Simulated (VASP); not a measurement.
```xyz
3
Lattice="1.5714 -2.7218 0.0000 1.5714 2.7218 0.0000 0.0000 0.0000 3.4861" Properties=species:S:1:pos:R:3 pbc="T T T"
Hf     0.0000     0.0000     0.0000
B      1.5714     0.9073     1.7431
B      1.5714    -0.9073     1.7431
```

The numbers are results of PBE GGA, VASP's PBE PAW potentials (set 64) (plane waves; VASP), not measurements. Settings: 620 eV cut-off, 11×11×9 Γ-centred mesh, first-order Methfessel-Paxton smearing of 0.10 eV, potentials Hf_pv B.

**Question.** The ions, cell shape and volume at an external pressure of 5.0 GPa are relaxed. Which structure does the run end with?

**Answer.** 
```xyz
3
Lattice="1.5614 -2.7044 0.0000 1.5614 2.7044 0.0000 0.0000 0.0000 3.4642" Properties=species:S:1:pos:R:3 pbc="T T T"
Hf     1.5614     2.7044     3.4642
B      1.5614     0.9015     1.7321
B      1.5614    -0.9015     1.7321
```
Space group P6/mmm (191), at a tolerance of 0.03 Å.

**Question.** How do energy and volume change from the first to the last step?

**Answer.** The energy (σ→0) changes by +3.0 meV/atom and the volume by -1.9 %, in 4 ionic steps.

The compound is HfB2 in the AlB2 type structure. This run relaxes it under an external pressure of 5 GPa. Symmetry was kept, so distortions that lower it aren't found.
